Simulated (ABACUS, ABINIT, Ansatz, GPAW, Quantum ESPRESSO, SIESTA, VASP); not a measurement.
# One calculation of BiTe, 8 ways

```xyz
2
Lattice="2.4227 1.3988 3.3173 -2.4227 1.3988 3.3173 0.0000 -2.7975 3.3173" Properties=species:S:1:pos:R:3 pbc="T T T"
Bi    0.0000    0.0000    4.9759
Te    0.0000    0.0000    0.0000
```

The cell comes from a database or a generator and needn't be the stable form of this composition.

Alike in all runs: task single point; functional PBE; k mesh 7 × 7 × 7; occupations fermi-dirac, width 0.05 eV; no spin polarisation; no spin-orbit coupling. Pressure is positive in compression and, in plane waves, holds the error of the finite cutoff, which Ansatz's Pulay term estimates and takes out.

```
                                                                                   program and potentials  plane-wave cutoff (eV)                                                    notes  pressure (GPa)
SIESTA, files PseudoDojo sr-pbe-0.4.1-standard, DZP (energy shift 0.003 Ry; two zetas on semicore shells)                       -  atomic basis; 15.5 valence electrons an atom on average            1.02
                                                               GPAW, GPAW PAW data sets (gpaw-data 1.2.1)                     600                10.5 valence electrons an atom on average           -0.06
                                                                     VASP, PBE PAW files Bi_d, Te, 520 eV                     520                10.5 valence electrons an atom on average            0.10
                                                 ABACUS, PseudoDojo NC SR 0.4.1 PBE standard, plane waves                    1129                15.5 valence electrons an atom on average            0.19
                                                           Ansatz, all-electron LAPW, scalar-relativistic                       -                                                        -            0.17
                                                                                 ABINIT, JTH PAW PBE v2.0                     599                10.5 valence electrons an atom on average            0.08
                                                                Quantum ESPRESSO, SSSP 1.3 efficiency PBE                     748                10.5 valence electrons an atom on average           -0.08
                                                                    Ansatz, Ansatz PAW (earlier soft set)                     420                15.5 valence electrons an atom on average            0.16
```

The pressure spans -0.08 (Quantum ESPRESSO, SSSP 1.3 efficiency PBE) to 1.02 GPa (SIESTA, files PseudoDojo sr-pbe-0.4.1-standard, DZP (energy shift 0.003 Ry; two zetas on semicore shells)), with all-electron results at 0.17. Rows in atomic bases carry the error of their basis and grid, which can be large.

The functional is the same throughout but for its coding, so the spread measures potentials, basis and numerics; runs on potential files found faulty are left out.
